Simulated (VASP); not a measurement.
A run of VASP 6.6.1 is set up as follows.

POSCAR

```
SnCl2
1.0
   11.0000000000      0.0000000000      0.0000000000
    0.0000000000     13.0000000000      0.0000000000
    0.0000000000      0.0000000000     11.0000000000
Cl Sn
2 1
Direct
    0.5898681800      0.6179692300      0.5553000000
    0.4514681800      0.3852615400      0.4508818200
    0.4124954500      0.5639846200      0.4523363600
```

Contents of INCAR.step1:

```
SYSTEM = SnCl2
PREC = Accurate ; ENCUT = 520
EDIFF = 1E-5 ; ISMEAR = 0
SIGMA = 0.01 ; LREAL = .FALSE.
LASPH = .TRUE. ; NELM = 60
ALGO = Normal ; ISIF = 2
LWAVE = .TRUE. ; LCHARG = .FALSE.
NBANDS = 21 ; GGA = PE
```

File INCAR.step2:

```
SYSTEM = SnCl2
PREC = Accurate ; ENCUT = 520
EDIFF = 1E-6 ; ISMEAR = 0
SIGMA = 0.01 ; LREAL = .FALSE.
LASPH = .TRUE. ; NELM = 60
ALGO = Normal ; ISIF = 2
LWAVE = .FALSE. ; LCHARG = .FALSE.
GGA = B3 ; LHFCALC = .TRUE.
AEXX = 0.2 ; AGGAX = 0.72
AGGAC = 0.81 ; ALDAC = 0.19
PRECFOCK = Fast ; NBANDS = 21
ISTART = 1
```

Contents of KPOINTS:

```
Automatic mesh
0
G
  1 1 1
  0 0 0
```

Potentials or basis: VASP PAW PBE potentials, release 64 (Cl, Sn_d).

Command:

```bash
$ cat potpaw_PBE.64/Cl/POTCAR potpaw_PBE.64/Sn_d/POTCAR > POTCAR
$ cp INCAR.step1 INCAR
$ mpirun -np 1 vasp_gam > vasp.out
$ cp INCAR.step2 INCAR
$ mpirun -np 1 vasp_gam > vasp.out
```

Task: Estimate the largest force.

Result: 0.505 eV/Å.

Task: Predict the gap between the frontier levels.

Result: 4.51 eV.

Forces in eV/Å, atoms in the order of the input:
```
Cl   0.337  0.134  0.197
Cl   0.059 -0.384 -0.009
Sn  -0.396  0.250 -0.188
```

Caveat: the PAW data sets were made with another functional, which shifts forces and pressure a little; spin-orbit coupling is left out, which moves the levels of the heavy elements.
